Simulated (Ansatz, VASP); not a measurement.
# Cross-check of CuAs3 between VASP and Ansatz

One calculation is typed for both programs; each brings its own data sets. How far apart do they land? The cell is generated by rule, not measured, and may not be a known phase. The cell is taken from a series of runs on this material, whose earlier steps may have relaxed, scaled, displaced or heated it; both programs get it as it stands.

Calculated with Ansatz 0.2.0; plane waves, with VASP 6.6.1 beside it; zone-centre phonons at PBEsol.

The structure was built from a prototype and need not be the compound's stable phase.

**1. Set-up**

It takes space group Im-3m (No. 229, cubic). The conventional cell has a = 5.179 Å, b = 5.179 Å, c = 5.179 Å, α = 90.00°, β = 90.00°, γ = 90.00°. Nearest to As lie 2 Cu at 2.59 Å and 4 As at 2.59 Å. Nearest to Cu lie 6 As at 2.59 Å. Farther neighbours are not listed.

Coordinates:

```cif
data_structure
_symmetry_space_group_name_H-M 'Im-3m'
_symmetry_Int_Tables_number 229
_cell_length_a 5.1790
_cell_length_b 5.1790
_cell_length_c 5.1790
_cell_angle_alpha 90.000
_cell_angle_beta 90.000
_cell_angle_gamma 90.000
_cell_volume 138.91
loop_
_atom_site_label
_atom_site_type_symbol
_atom_site_symmetry_multiplicity
_atom_site_Wyckoff_symbol
_atom_site_fract_x
_atom_site_fract_y
_atom_site_fract_z
_atom_site_occupancy
As1 As 6 b 0.50000 0.00000 0.00000 1
Cu1 Cu 2 a 0.00000 0.00000 0.00000 1
```

**2. Ansatz: zone-centre phonons, PBEsol**

Ansatz runs on its default PAW (the set named soft_2) files.

Second derivatives magnify differences that forces hide, and they need a tight electronic threshold.

input.yaml

```yaml
crystal:
  lattice:
    - [-2.5894909673, 2.5894909673, 2.5894909673]
    - [2.5894909673, -2.5894909673, 2.5894909673]
    - [2.5894909673, 2.5894909673, -2.5894909673]
  atoms:
    - { symbol: As, position: [0.0, 0.5, 0.5] }
    - { symbol: As, position: [0.5, 0.0, 0.5] }
    - { symbol: As, position: [0.5, 0.5, 0.0] }
    - { symbol: Cu, position: [0.0, 0.0, 0.0] }
kpoints:
  mp_grid: { grid: [10, 10, 10] }
hamiltonian:
  xc: pbesol
scf:
  occupations: { method: methfessel_paxton, width: 0.15 }
output:
  eigenvalues: true
phonons:
  method: dfpt
```

On the command line:

```
$ ansatz run input.yaml --threads 8 --pin off --max-ram 14336MiB --backend cpu --events-out ev --progress --plain --runs-dir out
```

Numbers of over 12 decimals in the logs are rounded to 6 here.

What it wrote:

```text
zone centre: on kpoints.mp_grid the ground state, and the responses unless they are solved on pairs of k-points, stand on 171 of the mesh's 1000 k-points, reduced under 8 symmetry operations, with k and −k counted as one. Each operation leaves every solved displacement unchanged or reverses it
Engine: ansatz 0.2.0, aarch64-unknown-linux-gnu
Pseudopotentials: kind: paw
Pseudopotential: As, paw, valence charge 15, recommended cutoff 420 eV (normal), As.paw.azcp
Pseudopotential: Cu, paw, valence charge 19, recommended cutoff 420 eV (normal), Cu.paw.azcp
Functional definition: PBEsol
  exchange = pbesol_x
  correlation = pbesol_c
Crystal: 4 atoms, lattice volume = 69.455 Å³
Basis set: ecut = 420 eV, 1409 PW (Γ), exchange–correlation on 60×60×60 points (8 copies of the dense FFT grid, shifted against one another)
Bands: 39, of which v1, the nominal top of the filled ones, is band 32 counted from 1 (31 counted from 0)
Symmetry: 48 space group operations
k-points: 171 of 1000 (irreducible under 8 space group operations)
Non-local potential: As, projectors of the file, l = 0: 2, l = 1: 2, l = 2: 3, l = 3: 1
Non-local potential: Cu, projectors of the file, l = 0: 3, l = 1: 2, l = 2: 3, l = 3: 1
PAW form: soft (Blöchl's): semilocal exchange-correlation on the pseudo side does not see the compensation charge
PAW frozen core: As, regenerated for the run's functional, and the local potential with it (the file was generated under x = pbe(κ = 0.804, μ = 0.219515), c = pbe(β = 0.066725))
PAW frozen core: Cu, regenerated for the run's functional, and the local potential with it (the file was generated under x = pbe(κ = 0.804, μ = 0.219515), c = pbe(β = 0.066725))
PAW one-centre angular grid: As, 590 points (default); XC on 64 Gauss nodes
PAW one-centre angular grid: Cu, 590 points (default); XC on 64 Gauss nodes
Initial density: superposition of atomic densities (neutral atoms: chi_scale 0, normalization atom), corrected by the library's trained network
Initial wavefunctions: pseudopotential atomic-orbital guess
Functional: x = pbesol(κ = 0.804, μ = 0.123457), c = pbesol(β = 0.046)
SCF iter   1: F=—  HF=-21027.247519 eV  |F-HF|=—  |Δ(HF+E_count)|=         —  Δρ=7.31e-3  dr2=2.07e-2  ethr=1.77e-3  ⟨swp⟩=5.4  Hψ=22992  notcnv=0  defer=40
preconditioner: auto → Kerker (q_TF=auto, 2.691 Å⁻¹)  [metal: Δε(μ)=0.011 eV  Ē_g=9.381 eV  σ=0.150 eV  W_gap=0.06  n_scr=18 (ndim 8)  ℏωp=22.7 eV  f_vac=0.000  D(μ)=2.13/eV (n_scr^D=12)]
SCF iter   2: F=—  HF=-21027.243869 eV  |F-HF|=—  |Δ(HF+E_count)|=   3.65e-3  S|Δr|=    0.00e0  Δρ=1.14e-3  dr2=7.12e-4  ethr=3.23e-5  ⟨swp⟩=3.0  Hψ=14073  notcnv=0  defer=40
SCF iter   3: F=—  HF=-21027.243820 eV  |F-HF|=—  |Δ(HF+E_count)|=   4.88e-5  S|Δr|=    0.00e0  Δρ=9.85e-4  dr2=5.27e-4  ethr=1.11e-6  ⟨swp⟩=2.0  Hψ=7160  notcnv=0  defer=40
SCF iter   4: F=—  HF=-21027.243749 eV  |F-HF|=—  |Δ(HF+E_count)|=   7.06e-5  S|Δr|=    0.00e0  Δρ=1.66e-4  dr2=1.82e-5  ethr=8.23e-7  ⟨swp⟩=2.0  Hψ=6992  notcnv=0  defer=40
SCF iter   5: F=—  HF=-21027.243751 eV  |F-HF|=—  |Δ(HF+E_count)|=   1.64e-6  S|Δr|=    0.00e0  Δρ=8.02e-5  dr2=5.28e-6  ethr=2.84e-8  ⟨swp⟩=2.0  Hψ=11215  notcnv=0  defer=40
SCF iter   6: F=—  HF=-21027.243751 eV  |F-HF|=—  |Δ(HF+E_count)|=   5.33e-7  S|Δr|=    0.00e0  Δρ=3.34e-5  dr2=8.44e-7  ethr=8.24e-9  ⟨swp⟩=2.0  Hψ=11544  notcnv=0  defer=40
SCF iter   7: F=—  HF=-21027.243751 eV  |F-HF|=—  |Δ(HF+E_count)|=   1.24e-7  S|Δr|=    0.00e0  Δρ=8.37e-6  dr2=5.81e-8  ethr=1.32e-9  ⟨swp⟩=2.0  Hψ=11783  notcnv=0  defer=40
SCF iter   8: F=—  HF=-21027.243751 eV  |F-HF|=—  |Δ(HF+E_count)|=   3.21e-9  S|Δr|=    0.00e0  Δρ=1.45e-6  dr2=1.49e-9  ethr=9.08e-11  ⟨swp⟩=2.0  Hψ=11732  notcnv=0  defer=40
SCF iter   9: F=—  HF=-21027.243751 eV  |F-HF|=—  |Δ(HF+E_count)|=  9.46e-11  S|Δr|=    0.00e0  Δρ=3.13e-7  dr2=4.11e-11  ethr=2.33e-12  ⟨swp⟩=2.0  Hψ=11215  notcnv=0  defer=40
SCF iter  10: F=-21027.243751 eV  HF=-21027.243751 eV  |F-HF|=7.28e-12  |Δ(HF+E_count)|=  3.64e-12  S|Δr|=    0.00e0  Δρ=4.33e-8  dr2=1.83e-12  ethr=1.00e-12  ⟨swp⟩=8.5  Hψ=32930  notcnv=0
SCF 1 converged in 10 iterations: F = -21027.243751 eV  dr2 = 1.83e-12
  greatest PAW one-centre occupation: 1.000 electrons in one spin orbital (limit 2), on the Cu atom at site 3 (counted from 0), in its partial waves of l = 0
DFPT response loops at Γ: preconditioner auto → Kerker (q_TF=auto, 2.691 Å⁻¹) (partly filled bands, converged f_vac=0.000); β = 1.00, the filter's whole step (`scf.mixing.beta` (0.50) is not read by the response loops under this deck's `scf.mixing.preconditioner`; to damp them name `kerker` or `kerker_dos`, under which they read `scf.mixing.beta`, and type it under 1.00, their step now; both keys bind the ground state too); Broyden in place of MSR1
SCF converged after 10 iterations
Stability not checked: this state was not tested for a lower state beside it, because cold or Methfessel-Paxton smearing, or corrected tetrahedra, fill the levels in a way that the test cannot read (fill_not_monotonic; see scf.lower_state_search)
Free energy (F): -21027.243751 eV
Harris-Foulkes:  -21027.243751 eV  (|F-HF|=7.28e-12)
Internal energy: -21027.241561 eV  (E = F + TS)
E sigma→0 (E₀):  -21027.243203 eV
Entropy (-TS):   -0.002189 eV (-0.547 meV/atom)
Fermi energy:    12.708496 eV
--- Per-component energies (eV) ---
  E_band       = -1035.433146
  E_kinetic    = 609.952146
  E_local      = -9216.782883  (includes V_loc(G=0)·N_el)
  E_nonlocal   = -1611.282800
  E_hartree    = 4647.422225
  E_xc         = -325.810245
  E_vxc        = -354.030155  (∫ρ·V_xc dr)
  E_paw        = -7006.296927  (= ΣΔE_a)
  E_vpaw       = 241.865831  (= ΣTr[D̂ρ^β])
  E_aug_tail   = 0.000301  (compensation charges beyond the density's cutoff)
  E_ewald      = -8127.548866
  E_core_change = 3.105488  (= ΣΔE_core)
  E_smearing   = -0.002189  (= −TS)
  E_closure    = 0.000000  (closes the sum)
  Σ components = -21027.243751   (vs F -21027.243751, Δ=0.00e0)
--- Band table (eV; the first three rows and the last of 171) ---
  k-point 0: bands = [... 28 lower, 10.0798, 10.0798, 10.8332, 10.8332, 10.8332, 13.5687, 16.4719, 16.4719, ... 3 higher]
  k-point 1: bands = [... 28 lower, 9.7522, 9.8744, 10.5644, 10.7360, 11.3435, 14.1218, 16.7047, 16.7310, ... 3 higher]
  k-point 2: bands = [... 28 lower, 9.9107, 10.0508, 10.4997, 10.5723, 12.2816, 15.0927, 17.0217, 17.2408, ... 3 higher]
  k-point 170: bands = [... 28 lower, 9.9706, 9.9706, 12.7150, 12.7150, 12.7150, 15.1968, 20.1738, 20.1738, ... 3 higher]
--- Phonons (Γ-DFPT): 3 representative perturbations + reference, on 171 of 1000 k-points (Σ response iterations 9) ---
  k mesh reduced under 8 symmetry operations, with k and −k counted as one. Each operation leaves every solved displacement unchanged or reverses it
  ASR residual: 1.855e-5 → 0.000e0 eV/Å²; symmetrization residual: 1.960e-5 eV/Å²
  ASR residual per site (eV/Å²): 1.85e-5 1.85e-5 1.85e-5 5.73e-6
  Γ frequencies (cm⁻¹): -51.01 -51.01 -51.01 0.00 0.00 0.00 91.53 91.53 91.53 149.85 149.85 149.85
  non-analytic LO–TO correction: not included (Born effective charges unavailable; polar crystals: no LO–TO splitting at Γ)
```

(Continued in part 2 of 2.)

[Lines on the potential files, build, host, timing and source positions are cut from VASP's logs without a mark.]

[Logs are printed without paths, hosts, clocks, repeated set-up lines and the standing remarks that a program may print on its own settings, such as how far it seeks lower states.]

[Hosts, paths, dates, database ids (printed as entryN), source tags and the programs' standing remarks are cut or masked in the printed files.]
